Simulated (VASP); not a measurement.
Data:

```
CaSe
1.0
    0.00000     2.95131     2.95131
    2.95131     0.00000     2.95131
    2.95131     2.95131     0.00000
Ca Se
1 1
Direct
  0.00000   0.00000   0.00000
  0.50000   0.50000   0.50000
```

All values below come from revPBE GGA, VASP's PBE PAW potentials (set 64) (plane waves; VASP). Settings: 520 eV cut-off, 8×8×8 Γ-centred mesh, Gaussian smearing of 0.050 eV, potentials Ca_sv Se.

Problem. Estimate the energy per atom (σ→0), pressure, band gap (on the k-mesh) with the smallest direct gap where there is one.

Solution. 
```json
{
 "band gap (on the k-mesh)": "2.09 eV",
 "smallest direct gap (on the k-mesh)": "3.02 eV",
 "energy per atom (σ→0)": "-4.472 eV/atom",
 "pressure": "3.11 GPa"
}
```

Only differences to runs with the same potentials and settings are physical.

The compound is CaSe in the rock salt structure. This cell is one point of a volume scan, at 0.94 of the reference volume.
